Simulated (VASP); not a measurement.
These are SCAN meta-GGA, VASP's PBE PAW potentials (set 64) (plane waves; VASP) values and carry that method's errors.

VASP input:

KPOINTS:
```
Automatic mesh
0
Gamma
18 18 18
0 0 0
```

KPOINTS_OPT:
```
k-points along high-symmetry lines
10
Line-mode
Reciprocal
  0.000000   0.000000   0.000000 ! GAMMA
  0.500000   0.000000   0.500000 ! X

  0.500000   0.000000   0.500000 ! X
  0.625000   0.250000   0.625000 ! U

  0.375000   0.375000   0.750000 ! K
  0.000000   0.000000   0.000000 ! GAMMA

  0.000000   0.000000   0.000000 ! GAMMA
  0.500000   0.500000   0.500000 ! L

  0.500000   0.500000   0.500000 ! L
  0.500000   0.250000   0.750000 ! W

  0.500000   0.250000   0.750000 ! W
  0.500000   0.000000   0.500000 ! X
```

INCAR:
```
SYSTEM = Rh
PREC = Accurate
ENCUT = 520
EDIFF = 1E-7
NELM = 100
ALGO = Normal
LREAL = .FALSE.
LASPH = .TRUE.
ISMEAR = -5
METAGGA = SCAN
LMIXTAU = .TRUE.
LMAXMIX = 4
LWAVE = .FALSE.
LCHARG = .FALSE.
LORBIT = 11
NEDOS = 601
ISIF = 2
```

### POSCAR
```
Rh
3.7844680
  0.0000000000   0.5000000376   0.5000000376
  0.5000000376   0.0000000000   0.5000000376
  0.5000000376   0.5000000376   0.0000000000
Rh
1
Cart
  0.5000000376   0.0000000000   0.5000000376
```

POTCAR, in this order: Rh_pv (PBE.64 set). Program: vasp_std.

Output

File OSZICAR:
```
       N       E                     dE             d eps       ncg     rms          rms(c)
DAV:   1     0.885269299121E+02    0.88527E+02   -0.95237E+03  4293   0.149E+03
DAV:   2    -0.369672308976E+02   -0.12549E+03   -0.12022E+03  4398   0.401E+02
DAV:   3    -0.385563581176E+02   -0.15891E+01   -0.15824E+01  4980   0.515E+01
DAV:   4    -0.385659436193E+02   -0.95855E-02   -0.95850E-02  4733   0.408E+00
DAV:   5    -0.385661009067E+02   -0.15729E-03   -0.15728E-03  4904   0.489E-01    0.135E+01
DAV:   6    -0.335724401387E+02    0.49937E+01   -0.63673E+00  4482   0.387E+01    0.288E+00
DAV:   7    -0.337864298602E+02   -0.21399E+00   -0.70213E-01  4344   0.131E+01    0.281E+00
DAV:   8    -0.337507517301E+02    0.35678E-01   -0.79555E-02  4536   0.425E+00    0.630E-01
DAV:   9    -0.337616390267E+02   -0.10887E-01   -0.57324E-02  4566   0.336E+00    0.523E-01
DAV:  10    -0.337546345644E+02    0.70045E-02   -0.83915E-03  4536   0.135E+00    0.290E-01
DAV:  11    -0.337563547387E+02   -0.17202E-02   -0.41558E-03  4650   0.100E+00    0.667E-02
DAV:  12    -0.337563720279E+02   -0.17289E-04   -0.15036E-04  4578   0.164E-01    0.896E-02
DAV:  13    -0.337563922961E+02   -0.20268E-04   -0.29572E-04  4416   0.268E-01    0.189E-02
DAV:  14    -0.337564399548E+02   -0.47659E-04   -0.32167E-05  4392   0.861E-02    0.246E-03
DAV:  15    -0.337564524963E+02   -0.12542E-04   -0.32804E-06  4695   0.239E-02    0.339E-03
DAV:  16    -0.337564573843E+02   -0.48880E-05   -0.99562E-07  4668   0.131E-02    0.100E-03
DAV:  17    -0.337564593261E+02   -0.19418E-05   -0.13379E-07  3252   0.487E-03    0.298E-04
DAV:  18    -0.337564597614E+02   -0.43534E-06   -0.93845E-09  2286   0.141E-03    0.117E-04
DAV:  19    -0.337564593607E+02    0.40072E-06   -0.34420E-09  2256   0.809E-04    0.559E-05
DAV:  20    -0.337564598305E+02   -0.46985E-06   -0.19163E-09  2238   0.703E-04    0.311E-05
DAV:  21    -0.337564597708E+02    0.59751E-07   -0.83942E-11  2226   0.126E-04
   1 F= -.33756460E+02 E0= -.33756460E+02  d E =0.000000E+00
       N       E                     dE             ncg
```

OUTCAR:
```
------------------------ aborting loop because EDIFF is reached ----------------------------------------
  FORCE on cell =-STRESS in cart. coord.  units (eV):
  Direction    XX          YY          ZZ          XY          YZ          ZX
  --------------------------------------------------------------------------------------
  Total       -0.0001277     -0.0001277     -0.0001277     -0.0000000      0.0000000      0.0000000
  in kB       -0.0150959     -0.0150959     -0.0150959     -0.0000000      0.0000000      0.0000000
  external PRESSURE =      -0.0150959 kB  Pullay stress =       0.0000000 kB
  volume of cell :       13.55
      direct lattice vectors                 reciprocal lattice vectors
     0.000000000  1.892234142  1.892234142    -0.264237913  0.264237913  0.264237913
     1.892234142  0.000000000  1.892234142     0.264237913 -0.264237913  0.264237913
     1.892234142  1.892234142  0.000000000     0.264237913  0.264237913 -0.264237913
 POSITION                                       TOTAL-FORCE (eV/Angst)
 -----------------------------------------------------------------------------------
      0.00000      0.00000      0.00000         0.000000     -0.000000      0.000000
 -----------------------------------------------------------------------------------
    total drift:                               -0.000000     -0.000000     -0.000000
  FREE ENERGIE OF THE ION-ELECTRON SYSTEM (eV)
  ---------------------------------------------------
  free  energy   TOTEN  =       -33.7564597708 eV

  energy  without entropy=      -33.7564597708  energy(sigma->0) =      -33.75645977

 total charge

# of ion       s       p       d       tot
------------------------------------------
    1        0.440   6.322   7.072  13.834
```
(Selected blocks of OUTCAR.)

For a metal the tetrahedron method with Blöchl corrections gives inexact stress and forces.

The compound is Rh in the fcc structure. It was relaxed first.
